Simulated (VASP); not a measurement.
```
Ru
1.0
    1.35500    -2.34693     0.00000
    1.35500     2.34693     0.00000
    0.00000     0.00000     4.28000
Ru
2
Direct
  0.33333   0.66667   0.25000
  0.66667   0.33333   0.75000
```

The numbers are results of PW91 GGA, VASP's PBE PAW potentials (set 64) (plane waves; VASP), not measurements. Settings: 520 eV cut-off, 14×14×8 Γ-centred mesh, first-order Methfessel-Paxton smearing of 0.10 eV, potentials Ru_pv.

Q: The ions, cell shape and volume are relaxed. Predict the relaxed structure.

A: 
```
Ru
1.0
    1.36346    -2.36159     0.00000
    1.36346     2.36159     0.00000
    0.00000     0.00000     4.29561
Ru
2
Direct
  0.33333   0.66667   0.25000
  0.66667   0.33333   0.75000
```
Space group P6_3/mmc (194), at a tolerance of 0.03 Å.

Q: How do energy and volume change from the first to the last step?

A: The energy (σ→0) changes by -3.7 meV/atom and the volume by +1.6 %, in 7 ionic steps.

The compound is Ru in the hcp structure. This run relaxes it. Symmetry was kept, so distortions that lower it aren't found.
